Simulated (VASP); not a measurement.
**H2: single point with PBEsol**

H2, in a box:

```
CELL_PARAMETERS angstrom
10.00000 0.00000 0.00000
0.00000 10.50000 0.00000
0.00000 0.00000 11.00000
ATOMIC_POSITIONS crystal
H 0.50000 0.50000 0.46553
H 0.50000 0.50000 0.53447
```

- Program: VASP 6.6.1
- Task: single point
- Functional: PBEsol
- Potentials or basis: VASP PAW PBE potentials, release 64 (H)
- Cutoff: 520 eV
- k mesh: 1 × 1 × 1
- Occupations: gaussian, width 0.02 eV
- Spin: no spin polarisation
- Further INCAR settings: ALGO = Normal; EDIFF = 1e-07

- Gap between the frontier levels: 9.98 eV

Levels at points of the mesh, in eV from the valence-band top:
```
           k point  band 1  band 2  band 3  band 4
(0.00, 0.00, 0.00)    0.00    9.98   10.48   11.03
```

Wall time 38 s on 1 thread of Intel(R) Xeon(R) 6975P-C (Granite Rapids) (shared host), peak memory 0.8 GiB.
